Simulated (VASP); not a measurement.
Given:

```yaml
crystal:
  lattice:
    - [0.00000, 3.03376, 3.03376]
    - [3.03376, 0.00000, 3.03376]
    - [3.03376, 3.03376, 0.00000]
  atoms:
    - { symbol: Pb, position: [0.00000, 0.00000, 0.00000] }
    - { symbol: F, position: [0.25000, 0.25000, 0.25000] }
    - { symbol: F, position: [0.75000, 0.75000, 0.75000] }
```

The numbers are results of TPSS meta-GGA, VASP's PBE PAW potentials (set 64) (plane waves; VASP), not measurements. Run with 520 eV cut-off, 7×7×7 Γ-centred mesh, Gaussian smearing of 0.050 eV, potentials Pb_d F.

Task: Give the stress tensor in GPa (positive for a compressed cell).

Result: 
```
-3.68   0.00   0.00
 0.00  -3.68   0.00
 0.00   0.00  -3.68
```
The pressure is its mean diagonal, -3.68 GPa.

The compound is PbF2 in the fluorite structure, the β form. This cell is one point of a volume scan, at 1.06 of the reference volume.
